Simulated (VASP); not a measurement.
**ZnH16Cl2O8: single point with PBE**

The system is ZnH16Cl2O8.

```
CELL_PARAMETERS angstrom
6.95619 0.00000 0.00000
0.00000 6.95619 0.00000
0.00000 0.00000 6.95619
ATOMIC_POSITIONS crystal
O 0.26799 0.93221 0.08979
O 0.52258 0.99027 0.38571
O 0.29811 0.49861 0.80527
O 0.01173 0.31849 0.92457
O 0.79096 0.74341 0.91054
O 0.57675 0.46257 0.50413
O 0.15215 0.54359 0.32110
O 0.83168 0.74945 0.32160
H 0.21165 0.91963 0.22607
H 0.40518 0.89648 0.11876
H 0.62648 0.08360 0.44087
H 0.52744 0.90446 0.49096
H 0.40064 0.61111 0.81697
H 0.35317 0.35363 0.81688
H 0.98438 0.23996 0.03485
H 0.87840 0.33655 0.89028
H 0.84604 0.86315 0.92342
H 0.74315 0.71242 0.04990
H 0.50378 0.34865 0.46350
H 0.60893 0.43062 0.62944
H 0.10938 0.39542 0.37985
H 0.02678 0.62577 0.30466
H 0.77147 0.86943 0.34582
H 0.76230 0.65103 0.38448
Zn 0.12576 0.55805 0.99609
Cl 0.56714 0.15783 0.84772
Cl 0.97224 0.16043 0.35826
```

The cell was built by a generator and needn't be a form met in nature.

```json
{"Program": "VASP 6.6.1", "Task": "single point", "Functional": "PBE", "Potentials or basis": "VASP PAW PBE potentials, release 64 (O, H, Zn, Cl)", "Cutoff": "520 eV", "k mesh": "1 × 1 × 1", "Occupations": "fermi-dirac, width 0.02 eV", "Spin": "no spin polarisation", "Dipole correction": "no", "Further INCAR settings": "LREAL = Auto; ALGO = Normal; EDIFF = 1e-06; NBANDS = 64"}
```

```yaml
Pressure: 0.1 GPa
Largest_force: 4.846 eV/Å
Band_gap_on_the_k_mesh: 2.47 eV, direct
```

Forces on the atoms (eV/Å):
```
O   -0.047 -1.790  1.726
O    2.159  2.228  0.254
O    2.916  1.733 -0.484
O   -0.831 -0.281 -0.470
O   -1.356 -4.220  1.958
O   -0.684  0.607 -2.789
O   -1.508 -0.839 -1.059
O    1.496 -0.993 -1.571
H    0.438  0.596 -1.667
H   -1.013  0.742 -0.349
H   -1.367 -0.847 -1.196
H   -0.684 -1.270  1.323
H   -1.318 -2.833 -0.696
H    0.687  1.393  0.061
H    0.481 -1.192  1.871
H   -1.177  0.039 -1.108
H    1.022  3.140  0.185
H    0.981  0.748 -1.913
H    0.134  0.532 -0.110
H    0.891 -0.875  2.638
H   -0.019  2.049 -1.523
H    1.280 -0.782  1.245
H   -0.569  1.456  0.202
H   -1.374 -1.372  1.007
Zn  -0.596  1.163  2.652
Cl  -0.007  0.647 -0.179
Cl   0.063  0.223 -0.006
```

Stress tensor (GPa, compression positive):
```
 0.49 -0.31 -1.77
-0.31 -0.71 -0.23
-1.77 -0.23  0.45
```

Levels at points of the mesh, in eV from the valence-band top:
```tsv
k point	band 41	band 42	band 43	band 44	band 45	band 46	band 47	band 48	band 49	band 50
(0.00, 0.00, 0.00)	-0.36	-0.30	-0.25	-0.05	0.00	2.47	4.78	5.87	6.20	6.63
```

Run time: 37 s on 1 thread of Intel(R) Xeon(R) Platinum 8488C (Sapphire Rapids), on a shared host, peak memory 0.37 GiB.

As with any semilocal functional, this PBE gap is likely too small.
